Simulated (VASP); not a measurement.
Data:

```
Ir
1.0
    0.00000     1.92000     1.92000
    1.92000     0.00000     1.92000
    1.92000     1.92000     0.00000
Ir
1
Cartesian
  0.00000   0.00000   0.00000
```

Method: SCAN meta-GGA, VASP's PBE PAW potentials (set 64) (plane waves; VASP). Run with 520 eV cut-off, 15×15×15 Γ-centred mesh, first-order Methfessel-Paxton smearing of 0.10 eV, potentials Ir.

Energy and stress use the plane-wave basis of the starting cell.

### Question
The ions, cell shape and volume are relaxed. What does this cell relax into?

### Answer

```
Ir
1.0
    0.00000     1.89363     1.89363
    1.89363     0.00000     1.89363
    1.89363     1.89363     0.00000
Ir
1
Direct
  0.00000   0.00000   0.00000
```
Space group Fm-3m (225), at a tolerance of 0.03 Å.

### Question
How do energy and volume change from the first to the last step?

### Answer
The energy (σ→0) changes by -28.1 meV/atom and the volume by -4.1 %, in 5 ionic steps.

```
step  E(σ→0) (eV)  max force (eV/Å)  pressure (GPa)  volume (Å³)
----  -----------  ----------------  --------------  -----------
1        -71.2626             0.000          -15.02        14.16
2        -70.7769             0.000           98.89        11.61
3        -71.2906             0.000           -1.05        13.62
4        -71.2907             0.000           -0.29        13.59
5        -71.2907             0.000            0.05        13.58
```

The compound is Ir in the fcc structure. This run relaxes it. Symmetry was kept, so distortions that lower it aren't found.
